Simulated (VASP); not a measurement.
P2S: relaxation of cell and atoms with PBE

P2S:

```
CELL_PARAMETERS angstrom
3.45160 0.00000 0.00000
0.00000 3.45160 0.00000
0.00000 0.00000 8.60803
ATOMIC_POSITIONS crystal
P 0.00000 0.50000 0.29739
P 0.00000 0.50000 0.79739
P 0.50000 0.00000 0.70261
P 0.50000 0.00000 0.20261
S 0.00000 0.00000 0.00000
S 0.50000 0.50000 0.50000
```

The cell was built by a generator and needn't be a form met in nature.

The cell isn't the ideal one: species swapped into the ZrO2 type (P4_2/nmc, No. 137).

| Item | Value |
| --- | --- |
| Program | VASP 6.6.1 |
| Task | relaxation of cell and atoms |
| Functional | PBE |
| Potentials or basis | VASP PAW PBE potentials, release 64 (P, S) |
| Cutoff | 600 eV |
| k mesh | 6 × 6 × 2 |
| Occupations | gaussian, width 0.1 eV |
| Spin | no spin polarisation |
| Dipole correction | no |
| Further INCAR settings | ALGO = Normal; EDIFF = 1e-07; IBRION = 2; EDIFFG = -0.04; NSW = 90; ISIF = 3 |

```json
{
 "Relaxed volume": "16.94 Å³/atom",
 "Relaxed cell": "a = 3.379 Å, b = 3.379 Å, c = 8.902 Å, α = 90.00°, β = 90.00°, γ = 90.00°",
 "Space group after relaxing (to 0.05 Å)": "P4_2/nmc (No. 137)",
 "Energy gained by relaxing": "13.4 meV/atom",
 "Ionic steps": "5",
 "Pressure after relaxing": "-0.1 GPa",
 "Largest force after relaxing": "0.007 eV/Å",
 "Band gap on the k mesh": "none (metal or under the smearing width)"
}
```

Forces in eV/Å, atoms in the order of the input:
```
P    0.000  0.000 -0.007
P    0.000  0.000 -0.007
P    0.000  0.000  0.007
P    0.000  0.000  0.007
S    0.000  0.000  0.000
S    0.000  0.000  0.000
```

Stress tensor (GPa, compression positive):
```
-0.10  0.00  0.00
 0.00 -0.10  0.00
 0.00  0.00 -0.17
```

Step by step:
```
step  energy change (eV)  largest force (eV/Å)  pressure (GPa)  volume (Å³)
   1              0.0000                0.0186           -0.56       102.55
   2             -0.0696                0.0200           -0.06       101.62
   3             -0.0800                0.0220            0.32       101.09
   4             -0.0800                0.0217            0.34       101.06
   5             -0.0805                0.0066           -0.12       101.63
```

Final structure:
```cif
data_structure
_symmetry_space_group_name_H-M 'P 1'
_symmetry_Int_Tables_number 1
_cell_length_a 3.3789
_cell_length_b 3.3789
_cell_length_c 8.9016
_cell_angle_alpha 90.000
_cell_angle_beta 90.000
_cell_angle_gamma 90.000
_cell_volume 101.63
loop_
_atom_site_label
_atom_site_type_symbol
_atom_site_fract_x
_atom_site_fract_y
_atom_site_fract_z
_atom_site_occupancy
P1 P 0.00000 0.50000 0.29743 1
P2 P 0.00000 0.50000 0.79743 1
P3 P 0.50000 0.00000 0.70257 1
P4 P 0.50000 0.00000 0.20257 1
S1 S 0.00000 0.00000 0.00000 1
S2 S 0.50000 0.50000 0.50000 1
```

Levels at points of the mesh, in eV from the Fermi level:
```
           k point  band 13  band 14  band 15  band 16  band 17  band 18  band 19  band 20
(0.00, 0.00, 0.00)    -2.71    -2.71    -0.83     0.07     0.07     1.03     1.09     1.20
(0.50, 0.00, 0.00)    -0.47    -0.47    -0.32    -0.32     0.88     0.88     1.13     1.13
(0.50, 0.50, 0.00)    -3.58    -3.58    -2.44    -2.44    -0.78    -0.78     1.57     1.57
(0.00, 0.00, 0.50)    -1.65    -1.65    -0.83    -0.83    -0.13    -0.13     1.34     1.34
(0.50, 0.00, 0.50)    -1.81    -1.81    -0.53    -0.53     0.97     0.97     1.16     1.16
(0.50, 0.50, 0.50)    -4.94    -4.94    -2.79    -2.79     1.27     1.27     1.27     1.27
```

Run time: 90 s on 1 thread of Intel(R) Xeon(R) 6975P-C (Granite Rapids), with other jobs on the host, peak memory 0.23 GiB.

Caveat: the k mesh is coarse (spacing up to 0.36 Å⁻¹), so the values aren't converged.
